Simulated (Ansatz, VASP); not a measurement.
# Cross-check of Y2Te2MoPb2 (Pb/MoTe2/Y) between VASP and Ansatz, part 2 of 2

Wanted: the spread between two codes on one cell, functional and k mesh.  The structure shown is the end of the VASP relaxation below.

VASP 6.6.1 and Ansatz 0.2.0.

So far: Starting point; VASP: relaxation, PBE.

In doubt: too few empty bands were carried, so the values of those runs are not to be relied on.

## Step 3: Ansatz: single point, PBE

Level of this step: Ansatz beside VASP: Kohn-Sham DFT, plane waves, PBE (Ansatz).

Ansatz runs on its default PAW (the set named soft_2) files.

The same cell, functional, mesh and smearing now go to Ansatz, which takes its cutoff from its data sets.

File input.yaml:

```yaml
crystal:
  lattice:
    - [3.52, 0.0, 0.0]
    - [-1.76, 3.04840942, 0.0]
    - [0.0, 0.0, 49.92795324]
  atoms:
    - { symbol: Pb, position: [0.0, 0.0, 0.15054757] }
    - { symbol: Pb, position: [0.33333333, 0.66666667, 0.20597128] }
    - { symbol: Pb, position: [0.66666667, 0.33333333, 0.26667167] }
    - { symbol: Pb, position: [0.0, 0.0, 0.32231086] }
    - { symbol: Te, position: [0.33333333, 0.66666667, 0.3939249] }
    - { symbol: Te, position: [0.33333333, 0.66666667, 0.46661729] }
    - { symbol: Te, position: [0.0, 0.0, 0.53860646] }
    - { symbol: Te, position: [0.0, 0.0, 0.61154414] }
    - { symbol: Mo, position: [0.0, 0.0, 0.43030522] }
    - { symbol: Mo, position: [0.33333333, 0.66666667, 0.57491979] }
    - { symbol: "Y", position: [0.0, 0.0, 0.67422305] }
    - { symbol: "Y", position: [0.33333333, 0.66666667, 0.73143507] }
    - { symbol: "Y", position: [0.0, 0.0, 0.79024518] }
    - { symbol: "Y", position: [0.33333333, 0.66666667, 0.84693307] }
hamiltonian:
  xc: pbe
  pseudopotentials: { kind: paw }
kpoints:
  mp_grid: { grid: [9, 9, 1] }
scf:
  occupations: { method: fermi_dirac, width: 0.1 }
  n_extra_bands: 7
efield:
  axis: 3
  dipole_correction: true
  ramp_width: 0.04
output:
  forces: true
  eigenvalues: true
```

The run is started by

```sh
$ ansatz run input.yaml --threads 4 --pin off --max-ram 9216MiB --backend cpu --events-out ev --progress --plain --runs-dir out
```

Numbers of over 12 decimals in the logs are rounded to 6 here.

The log of the run:

```text
scf.n_extra_bands = 7 over 96 filled bands (N_el = 192.0): the run solves 103 bands
Engine: ansatz 0.2.0, aarch64-unknown-linux-gnu
Pseudopotentials: kind: paw
Pseudopotential: Pb, paw, valence charge 14, recommended cutoff 420 eV (normal), Pb.paw.azcp
Pseudopotential: Te, paw, valence charge 16, recommended cutoff 420 eV (normal), Te.paw.azcp
Pseudopotential: Mo, paw, valence charge 14, recommended cutoff 420 eV (normal), Mo.paw.azcp
Pseudopotential: Y, paw, valence charge 11, recommended cutoff 420 eV (normal), Y.paw.azcp
Functional definition: PBE
  parameter kappa = 0.804
  parameter beta = 0.066725
  exchange = pbe_x(kappa = kappa, mu = beta*pi^2/3)
  correlation = pbe_c(beta = beta)
Crystal: 14 atoms, lattice volume = 535.747 Å³
Basis set: ecut = 420 eV, 10397 PW (Γ), exchange–correlation on 48×48×720 points (8 copies of the dense FFT grid, shifted against one another)
Bands: 103, of which v1, the nominal top of the filled ones, is band 96 counted from 1 (95 counted from 0)
Symmetry: 6 space group operations
Space group: P3m1 (ITA 156), of the structure as read, at distance tolerance 8.1e-5 Å
k-points: 12 of 81 (time reversal used)
Non-local potential: Pb, projectors of the file, l = 0: 2, l = 1: 2, l = 2: 2, l = 3: 2
Non-local potential: Te, projectors of the file, l = 0: 2, l = 1: 2, l = 2: 2, l = 3: 2
Non-local potential: Mo, projectors of the file, l = 0: 3, l = 1: 2, l = 2: 2, l = 3: 1
Non-local potential: Y, projectors of the file, l = 0: 3, l = 1: 2, l = 2: 2, l = 3: 1
PAW form: soft (Blöchl's): semilocal exchange-correlation on the pseudo side does not see the compensation charge
PAW one-centre angular grid: Pb, 590 points (default); XC on 64 Gauss nodes
PAW one-centre angular grid: Te, 590 points (default); XC on 64 Gauss nodes
PAW one-centre angular grid: Mo, 590 points (default); XC on 64 Gauss nodes
PAW one-centre angular grid: Y, 590 points (default); XC on 64 Gauss nodes
Initial density: superposition of atomic densities (neutral atoms: chi_scale 0, normalization atom), corrected by the library's trained network
Initial wavefunctions: pseudopotential atomic-orbital guess
Functional: x = pbe(κ = 0.804, μ = 0.219515), c = pbe(β = 0.066725)
SCF iter   1: F=—  HF=-100853.550584 eV  |F-HF|=—  |Δ(HF+E_count)|=         —  Δρ=1.40e-2  dr2=2.19e2  ethr=1.77e-3  p=-0.014 e·Å  D=-4.76e-3 V/Å  ΔV_dip=0.24 eV  dr2_dipole=2.89e2  V_vac-E_F(+/−)=3.48/3.23 eV  ⟨swp⟩=7.0  Hψ=4876  notcnv=0
efield: sawtooth ramp at fractional position 0.9787 (placed from the atoms, in the widest stretch of the axis that holds none; the zero of the levels goes with the place), width 0.0400; the density the first Hamiltonian is built on has a dipole p = -0.014 e·Å; the dipole correction subtracts the counter field D = -4.76e-3 V/Å, which shifts the + side's vacuum level by +0.24 eV against the − side's; the planar-averaged density in the ramp window peaks in size at 1.9e-4 e/Å³
preconditioner: auto → LDOS  [metal: Δε(μ)=0.008 eV  Ē_g=10.153 eV  σ=0.100 eV  W_gap=0.02  n_scr=138 (ndim 8)  ℏωp=16.4 eV  f_vac=0.229  D(μ)=12.77/eV (n_scr^D=62)  β→1.0]
SCF iter   2: F=—  HF=-100852.817273 eV  |F-HF|=—  |Δ(HF+E_count)|=   7.33e-1  Δρ=3.66e-3  dr2=1.32e0  ethr=1.77e-3  p=0.035 e·Å  D=1.17e-2 V/Å  ΔV_dip=-0.58 eV  dr2_dipole=8.11e-1  V_vac-E_F(+/−)=3.26/3.85 eV  ⟨swp⟩=1.4  Hψ=1551  notcnv=0
SCF iter   3: F=—  HF=-100852.771285 eV  |F-HF|=—  |Δ(HF+E_count)|=   4.60e-2  Δρ=1.50e-3  dr2=1.10e-1  ethr=6.85e-4  p=0.029 e·Å  D=9.64e-3 V/Å  ΔV_dip=-0.48 eV  dr2_dipole=2.21e-2  V_vac-E_F(+/−)=3.36/3.84 eV  ⟨swp⟩=2.3  Hψ=2031  notcnv=0
SCF iter   4: F=—  HF=-100852.772408 eV  |F-HF|=—  |Δ(HF+E_count)|=   1.12e-3  Δρ=1.48e-3  dr2=8.34e-2  ethr=5.72e-5  p=0.030 e·Å  D=1.02e-2 V/Å  ΔV_dip=-0.51 eV  dr2_dipole=8.12e-3  V_vac-E_F(+/−)=3.38/3.89 eV  ⟨swp⟩=2.2  Hψ=2262  notcnv=0
SCF iter   5: F=—  HF=-100852.766508 eV  |F-HF|=—  |Δ(HF+E_count)|=   5.90e-3  Δρ=7.53e-4  dr2=1.83e-2  ethr=4.34e-5  p=0.030 e·Å  D=1.01e-2 V/Å  ΔV_dip=-0.50 eV  dr2_dipole=2.41e-3  V_vac-E_F(+/−)=3.39/3.89 eV  ⟨swp⟩=2.0  Hψ=1512  notcnv=0
SCF iter   6: F=—  HF=-100852.765274 eV  |F-HF|=—  |Δ(HF+E_count)|=   1.23e-3  Δρ=3.37e-4  dr2=3.68e-3  ethr=9.51e-6  p=0.029 e·Å  D=9.93e-3 V/Å  ΔV_dip=-0.50 eV  dr2_dipole=1.14e-6  V_vac-E_F(+/−)=3.40/3.89 eV  ⟨swp⟩=2.1  Hψ=1549  notcnv=0
SCF iter   7: F=—  HF=-100852.765045 eV  |F-HF|=—  |Δ(HF+E_count)|=   2.30e-4  Δρ=1.53e-4  dr2=6.04e-4  ethr=1.92e-6  p=0.029 e·Å  D=9.81e-3 V/Å  ΔV_dip=-0.49 eV  dr2_dipole=1.48e-5  V_vac-E_F(+/−)=3.40/3.89 eV  ⟨swp⟩=2.0  Hψ=1459  notcnv=0
SCF iter   8: F=—  HF=-100852.765053 eV  |F-HF|=—  |Δ(HF+E_count)|=   8.10e-6  Δρ=8.59e-5  dr2=2.83e-4  ethr=3.15e-7  p=0.029 e·Å  D=9.67e-3 V/Å  ΔV_dip=-0.48 eV  dr2_dipole=3.66e-5  V_vac-E_F(+/−)=3.41/3.90 eV  ⟨swp⟩=2.3  Hψ=1546  notcnv=0
SCF iter   9: F=—  HF=-100852.765033 eV  |F-HF|=—  |Δ(HF+E_count)|=   1.94e-5  Δρ=5.23e-5  dr2=5.13e-5  ethr=1.47e-7  p=0.028 e·Å  D=9.58e-3 V/Å  ΔV_dip=-0.48 eV  dr2_dipole=1.12e-6  V_vac-E_F(+/−)=3.42/3.90 eV  ⟨swp⟩=2.0  Hψ=1489  notcnv=0
SCF iter  10: F=—  HF=-100852.765162 eV  |F-HF|=—  |Δ(HF+E_count)|=   1.29e-4  Δρ=2.41e-5  dr2=1.28e-5  ethr=2.67e-8  p=0.028 e·Å  D=9.48e-3 V/Å  ΔV_dip=-0.47 eV  dr2_dipole=3.91e-6  V_vac-E_F(+/−)=3.42/3.90 eV  ⟨swp⟩=2.1  Hψ=1575  notcnv=0
SCF iter  11: F=—  HF=-100852.765164 eV  |F-HF|=—  |Δ(HF+E_count)|=   1.89e-6  Δρ=9.69e-6  dr2=2.64e-6  ethr=6.65e-9  p=0.028 e·Å  D=9.40e-3 V/Å  ΔV_dip=-0.47 eV  dr2_dipole=5.10e-7  V_vac-E_F(+/−)=3.43/3.90 eV  ⟨swp⟩=2.2  Hψ=1418  notcnv=0
SCF iter  12: F=—  HF=-100852.765164 eV  |F-HF|=—  |Δ(HF+E_count)|=   2.67e-7  Δρ=4.29e-6  dr2=5.69e-7  ethr=1.38e-9  p=0.028 e·Å  D=9.36e-3 V/Å  ΔV_dip=-0.47 eV  dr2_dipole=2.68e-9  V_vac-E_F(+/−)=3.43/3.90 eV  ⟨swp⟩=2.0  Hψ=1545  notcnv=0
SCF iter  13: F=—  HF=-100852.765164 eV  |F-HF|=—  |Δ(HF+E_count)|=   7.99e-8  Δρ=1.77e-6  dr2=1.40e-7  ethr=2.96e-10  p=0.028 e·Å  D=9.34e-3 V/Å  ΔV_dip=-0.47 eV  dr2_dipole=6.62e-9  V_vac-E_F(+/−)=3.43/3.90 eV  ⟨swp⟩=2.0  Hψ=1617  notcnv=0
SCF iter  14: F=-100852.765164 eV  HF=-100852.765164 eV  |F-HF|=2.16e-8  |Δ(HF+E_count)|=   7.80e-9  Δρ=1.09e-6  dr2=2.54e-8  ethr=5.21e-11  p=0.028 e·Å  D=9.33e-3 V/Å  ΔV_dip=-0.47 eV  dr2_dipole=1.35e-9  V_vac-E_F(+/−)=3.43/3.90 eV  ⟨swp⟩=6.0  Hψ=4152  notcnv=0
WARN: the bands leave out some 1.474e-3 electrons a cell, over the threshold 1e-3 (by scf.eigensolver.empty_state_threshold): the first level above them, at 8.0248 eV, would hold 1.290e-2 of 2 at k-index 11, k = (0.3333, 0.3333, 0.0000) — raise scf.n_extra_bands (try 116 bands in all)
WARN: efield: at this solve's end the planar-averaged density reaches 1.39e-5 e/Å³ inside the ramp window [0.9587, 0.0388] (bound 1e-5 e/Å³); by the running means of the window's planes the mean density over a ramp is at most 1.19e-5 e/Å³, which is held to the bound (the quickstart, § The vacuum guard, A window that rings); the window's nearer edge stands 5.58 Å from this solve's nearest atom along the axis. Its work [...]
SCF 1 converged in 14 iterations: F = -100852.765164 eV  dr2 = 2.54e-8
  greatest PAW one-centre occupation: 0.998 electrons in one spin orbital (limit 2), on the Mo atom at site 8 (counted from 0), in its partial waves of l = 0
SCF converged after 14 iterations
Free energy (F): -100852.765164 eV
Harris-Foulkes:  -100852.765164 eV  (|F-HF|=2.16e-8)
Internal energy: -100852.405608 eV  (E = F + TS)
E sigma→0 (E₀):  -100852.585386 eV
Entropy (-TS):   -0.359556 eV (-25.683 meV/atom)
Fermi energy:    7.521113 eV
Dipole field:    D = 0.009303 V/Å  (p = 0.027544 e·Å, saw-weighted, corrected)
Work function:   Φ+ = 3.4307 eV   Φ− = 3.8954 eV
Levels:          The Fermi level and band energies are counted from a zero that moves with the ramp; work functions are not
Vacuum region:   at the solve's end the planar-averaged density reaches 1.39e-5 e/Å³ inside the ramp window [0.9587, 0.0388] (bound 1e-5 e/Å³); by the running means of the window's planes the mean density over a ramp is at most 1.19e-5 e/Å³, which is held to the bound (the quickstart, § The vacuum guard, A window that rings)
--- Per-component energies (eV) ---
  E_band       = -2552.646531
  E_kinetic    = 3983.744420
  E_local      = -258954.881398  (includes V_loc(G=0)·N_el)
  E_nonlocal   = 647.168298
  E_hartree    = 128666.429392
  E_xc         = -2439.737011
  E_vxc        = -2199.894747  (∫ρ·V_xc dr)
  E_paw        = -77977.985040  (= ΣΔE_a)
  E_vpaw       = -3362.944148  (= ΣTr[D̂ρ^β])
  E_aug_tail   = -0.000416  (compensation charges beyond the density's cutoff)
  E_efield     = 0.000128  (sawtooth field / dipole correction)
  E_vefield    = 1.303454  (∫n·V_field dr)
  E_ewald      = 105222.856018
  E_smearing   = -0.359556  (= −TS)
  E_closure    = -0.000000  (closes the sum)
  Σ components = -100852.765164   (vs F -100852.765164, Δ=0.00e0)
--- Forces (eV/Å), atoms counted from 1 ---
  atom   1  Pb    -0.00000000     0.00000000    -0.03841190
  atom   2  Pb     0.00000000    -0.00000000    -0.02000052
  atom   3  Pb    -0.00000000     0.00000000     0.01513020
  atom   4  Pb     0.00000000    -0.00000000    -0.01232748
  atom   5  Te    -0.00000000     0.00000000    -0.07249465
  atom   6  Te    -0.00000000     0.00000000     0.07936129
  atom   7  Te     0.00000000    -0.00000000    -0.06994877
  atom   8  Te     0.00000000    -0.00000000     0.05004020
  atom   9  Mo     0.00000000    -0.00000000    -0.00793919
  atom  10  Mo    -0.00000000     0.00000000     0.01708542
  atom  11  Y      0.00000000     0.00000000    -0.00110677
  atom  12  Y      0.00000000    -0.00000000     0.02941843
  atom  13  Y     -0.00000000     0.00000000     0.01834363
  atom  14  Y      0.00000000    -0.00000000     0.01284533
  max |Σ_I F_I| component: 4.77e-6 eV/Å
--- Band table (eV; the first three rows and the last of 12) ---
  k-point 0: bands = [... 92 lower, 7.6905, 8.1441, 8.5215, 9.0419, 9.0617, 9.2522, 9.2522, 9.3419, ... 3 higher]
  k-point 1: bands = [... 92 lower, 7.7107, 7.9274, 8.3571, 8.7646, 8.8895, 8.9329, 9.0088, 9.2374, ... 3 higher]
  k-point 2: bands = [... 92 lower, 7.4509, 7.5682, 7.8148, 8.0833, 8.1522, 8.2503, 8.4681, 8.5696, ... 3 higher]
  k-point 11: bands = [... 92 lower, 6.8720, 7.0139, 7.0426, 7.0489, 7.1761, 7.3471, 7.3628, 7.4985, ... 3 higher]
```

Wall time 28 s (4 threads of Arm Neoverse V2, shared host); peak memory 1.8 GiB; 1.8 min of CPU time.

## Step 4: Differences

Known differences besides the PAW data sets themselves: the data sets hold 192 valence electrons in Ansatz (default PAW (the set named soft_2) files) and 96 in VASP; the cutoff is 420 eV in Ansatz and 300 eV in VASP (PREC = Normal, projectors in real space); VASP leaves aspherical gradient terms in its spheres out (LASPH is not set), Ansatz keeps them. Total energies have different zeros and are not compared.

At this near-relaxed geometry the largest component of a force difference is 91 meV/Å.

## Step 5: What moves the difference

The difference is large enough to ask for its cause, so further runs change the set-up of one program at a time, as the table lists.

| run | r.m.s. force difference (meV/Å) |
| --- | --- |
| as above | 24 |
| Ansatz's larger PAW set (cutoff 700 eV) | 24 |

## Step 6: What came out

```yaml
r_m_s_force_difference_single_point_pbe: 24 meV/Å
```

**Reading.** The r.m.s. force difference is 24 meV/Å (single point, PBE), beyond the 12 meV/Å picked in this series as the mark of a large difference. For single point, PBE: no further run halves the r.m.s. force difference; only Ansatz's side was varied. 1 further run on this material is not shown. How closely two codes agree says nothing of how well the functional describes the real material.

[Lines on the potential files, build, host, timing and source positions are cut from VASP's logs without a mark.]

[Logs are printed without paths, hosts, clocks, repeated set-up lines and the standing remarks that a program may print on its own settings, such as how far it seeks lower states.]

[Hosts, paths, dates, database ids (printed as entryN), source tags and the programs' standing remarks are cut or masked in the printed files.]
